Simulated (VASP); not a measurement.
Level of theory: LDA (Ceperley-Alder, Perdew-Zunger), VASP's LDA PAW potentials (set 64) (plane waves; VASP).

Input for VASP

File KPOINTS:
```
Automatic mesh
0
Gamma
9 9 9
0 0 0
```

File POSCAR:
```
InP
4.1206680
  0.0000000000   0.7071067413   0.7071067413
  0.7071067413   0.0000000000   0.7071067413
  0.7071067413   0.7071067413   0.0000000000
In P
1 1
Cart
  0.0000000000   0.0000000000   0.0000000000
  0.3535533707   0.3535533707   0.3535533707
```

**INCAR**
```
! general
SYSTEM  = InP
PREC    = Accurate
ENCUT   = 520
LREAL   = .FALSE.
LASPH   = .TRUE.

! electronic loop
EDIFF   = 1E-7
NELM    = 100
ALGO    = Normal
LMAXMIX = 4

! smearing
ISMEAR  = -5

! ions
ISIF    = 2

! output
LWAVE   = .FALSE.
LCHARG  = .TRUE.
LORBIT  = 11
NEDOS   = 601
```

POTCAR, in this order: In_d P (LDA.64 set). Program: vasp_std.

Output of the run:

File OSZICAR:
```
       N       E                     dE             d eps       ncg     rms          rms(c)
DAV:   1     0.115027157319E+03    0.11503E+03   -0.86606E+03   915   0.154E+03
DAV:   2    -0.133565437984E+01   -0.11636E+03   -0.11289E+03   925   0.335E+02
DAV:   3    -0.986866116401E+01   -0.85330E+01   -0.84807E+01  1210   0.945E+01
DAV:   4    -0.101073336741E+02   -0.23867E+00   -0.23847E+00  1089   0.172E+01
DAV:   5    -0.101171437608E+02   -0.98101E-02   -0.98096E-02  1311   0.302E+00    0.598E+00
DAV:   6    -0.972192678601E+01    0.39522E+00   -0.71488E-01  1329   0.158E+01    0.361E+00
DAV:   7    -0.967913252868E+01    0.42794E-01   -0.18186E-01  1251   0.382E+00    0.118E+00
DAV:   8    -0.967384201119E+01    0.52905E-02   -0.15381E-02  1228   0.175E+00    0.442E-01
DAV:   9    -0.967350723662E+01    0.33477E-03   -0.16248E-03  1171   0.636E-01    0.191E-01
DAV:  10    -0.967351753007E+01   -0.10293E-04   -0.15666E-04  1170   0.104E-01    0.120E-01
DAV:  11    -0.967352082524E+01   -0.32952E-05   -0.27195E-05  1402   0.693E-02    0.409E-02
DAV:  12    -0.967351906815E+01    0.17571E-05   -0.70833E-06  1095   0.488E-02    0.174E-02
DAV:  13    -0.967351902398E+01    0.44174E-07   -0.32452E-07  1033   0.523E-03
   1 F= -.96735190E+01 E0= -.96735190E+01  d E =0.000000E+00
```

File OUTCAR:
```
------------------------ aborting loop because EDIFF is reached ----------------------------------------
  FORCE on cell =-STRESS in cart. coord.  units (eV):
  Direction    XX          YY          ZZ          XY          YZ          ZX
  --------------------------------------------------------------------------------------
  Total       -0.0033392     -0.0033392     -0.0033392      0.0000000      0.0000000      0.0000000
  in kB       -0.1081363     -0.1081363     -0.1081363      0.0000000      0.0000000      0.0000000
  external PRESSURE =      -0.1081363 kB  Pullay stress =       0.0000000 kB
  volume of cell :       49.48
      direct lattice vectors                 reciprocal lattice vectors
     0.000000000  2.913752121  2.913752121    -0.171600047  0.171600047  0.171600047
     2.913752121  0.000000000  2.913752121     0.171600047 -0.171600047  0.171600047
     2.913752121  2.913752121  0.000000000     0.171600047  0.171600047 -0.171600047
  FREE ENERGIE OF THE ION-ELECTRON SYSTEM (eV)
  ---------------------------------------------------
  free  energy   TOTEN  =        -9.6735190240 eV

  energy  without entropy=       -9.6735190240  energy(sigma->0) =       -9.67351902

 total charge

# of ion       s       p       d       tot
------------------------------------------
    1        0.846   0.802   9.899  11.547
    2        1.034   1.493   0.000   2.527
--------------------------------------------------
tot          1.880   2.296   9.899  14.075
```
(Selected blocks of OUTCAR.)

The compound is InP in the zinc blende structure. It was relaxed first.
